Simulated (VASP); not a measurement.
## CO: relaxation of the atoms with PBE

Molecule: CO, in a box.

```
C O
1.0
    12.00000    0.00000    0.00000
     0.00000   12.50000    0.00000
     0.00000    0.00000   13.00000
C O
1 1
Cartesian
  5.4300 6.2500 6.5000
  6.5700 6.2500 6.5000
```

```
Program                : VASP 6.6.1
Task                   : relaxation of the atoms
Functional             : PBE
Potentials or basis    : VASP PAW PBE potentials, release 64 (C, O)
Cutoff                 : 520 eV
k mesh                 : 1 × 1 × 1
Occupations            : gaussian, width 0.01 eV
Spin                   : no spin polarisation
Dipole correction      : no
Further INCAR settings : ALGO = Normal; EDIFF = 1e-07; IBRION = 2; EDIFFG = -0.003; NSW = 100
```

| Item | Value |
| --- | --- |
| Energy gained by relaxing | 0.3 meV/atom |
| Ionic steps | 3 |
| Gap between the frontier levels | 6.91 eV |

Step by step:
| step | energy change (eV) | largest force (eV/Å) | pressure (GPa) |
| --- | --- | --- | --- |
| 1 | 0.0000 | 0.3728 | 0.01 |
| 2 | 0.0558 | 3.3158 | -0.11 |
| 3 | -0.0006 | 0.0010 | 0.00 |

Final structure:
```cif
data_structure
_symmetry_space_group_name_H-M 'P 1'
_symmetry_Int_Tables_number 1
_cell_length_a 12.0000
_cell_length_b 12.5000
_cell_length_c 13.0000
_cell_angle_alpha 90.000
_cell_angle_beta 90.000
_cell_angle_gamma 90.000
_cell_volume 1950.00
loop_
_atom_site_label
_atom_site_type_symbol
_atom_site_fract_x
_atom_site_fract_y
_atom_site_fract_z
_atom_site_occupancy
C1 C 0.45236 0.50000 0.50000 1
O1 O 0.54764 0.50000 0.50000 1
```

Levels at points of the mesh, in eV from the valence-band top:
| k point | band 2 | band 3 | band 4 | band 5 | band 6 | band 7 | band 8 | band 9 |
| --- | --- | --- | --- | --- | --- | --- | --- | --- |
| (0.00, 0.00, 0.00) | -4.99 | -2.67 | -2.67 | 0.00 | 6.91 | 6.91 | 8.84 | 9.67 |

Run time: 4.6 min on 1 thread of Intel(R) Xeon(R) Platinum 8488C (Sapphire Rapids), on a shared host, peak memory 1.6 GiB.

Caveat: the standard files for N, O and F lose accuracy on very short bonds.
